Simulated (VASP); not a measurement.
The system is Al2GaP3.

```xyz
6
Lattice="3.6621 0.0000 0.0000 0.0000 3.6621 0.0000 0.0000 0.0000 8.0830" Properties=species:S:1:pos:R:3 pbc="T T T"
Al    0.0000    1.8311    5.9531
Al    1.8311    0.0000    2.1299
Ga    0.0000    0.0000    0.0000
P     1.8311    1.8311    0.0000
P     0.0000    1.8311    3.0998
P     1.8311    0.0000    4.9831
```

The cell was built by a generator and needn't be a form met in nature.

* Program: VASP 6.6.1
* Task: relaxation of cell and atoms
* Functional: PBE
* Potentials or basis: VASP PAW PBE potentials, release 64 (Al, Ga_d, P)
* Cutoff: 520 eV
* k mesh: 4 × 4 × 2
* Occupations: gaussian, width 0.15 eV
* Spin: no spin polarisation

At the start: pressure -7.2 GPa; volume 18.07 Å³/atom.

Q: How do energy, volume and symmetry change on relaxing?

A: Over 23 steps the energy falls by 208.3 meV/atom and the volume is 18.13 Å³/atom (+0.3 %); space group P-4m2 (No. 115, to 0.05 Å).

Step by step:
```csv
step,energy change (eV),largest force (eV/Å),pressure (GPa),volume (Å³)
1,0.0000,1.0352,-7.23,108.40
2,-0.4128,1.0981,0.90,96.09
3,-0.4152,1.0951,2.46,95.03
4,-0.5698,0.7916,2.58,94.61
5,-0.6166,0.4937,3.63,94.16
6,-0.7215,0.4583,-0.86,99.89
7,-0.7214,0.4440,-2.34,101.20
8,-0.7225,0.4534,-1.16,100.54
9,-0.7988,0.3646,-0.93,100.01
10,-0.8727,0.4736,1.78,98.66
11,-0.9190,0.4621,0.99,100.20
12,-1.0037,0.5135,-0.74,104.86
13,-1.0151,0.5724,-1.37,106.79
14,-1.1029,0.5088,-0.83,106.61
15,-1.2197,0.0951,0.18,106.03
16,-1.2228,0.1134,-0.07,106.16
17,-1.2242,0.0456,0.10,106.12
18,-1.2364,0.0572,0.45,106.29
19,-1.2388,0.0762,0.62,106.38
20,-1.2433,0.1733,-0.38,108.26
21,-1.2434,0.1608,-0.25,108.06
22,-1.2482,0.1064,-0.12,108.42
23,-1.2498,0.0564,0.17,108.75
```

Final structure:
```
Al Ga P
1.0
     3.51971    0.00000    0.00000
     0.00000    3.51971    0.00000
     0.00000    0.00000    8.77863
Al Ga P
2 1 3
Direct
  0.00000 0.50000 0.61953
  0.50000 0.00000 0.38047
  0.00000 0.00000 0.00000
  0.50000 0.50000 0.00000
  0.00000 0.50000 0.33607
  0.50000 0.00000 0.66393
```

Caveat: the k mesh is coarse (spacing up to 0.43 Å⁻¹), so the values aren't converged; this functional lacks dispersion, which binds the layers, so the pressure and a relaxed spacing across them are unreliable.
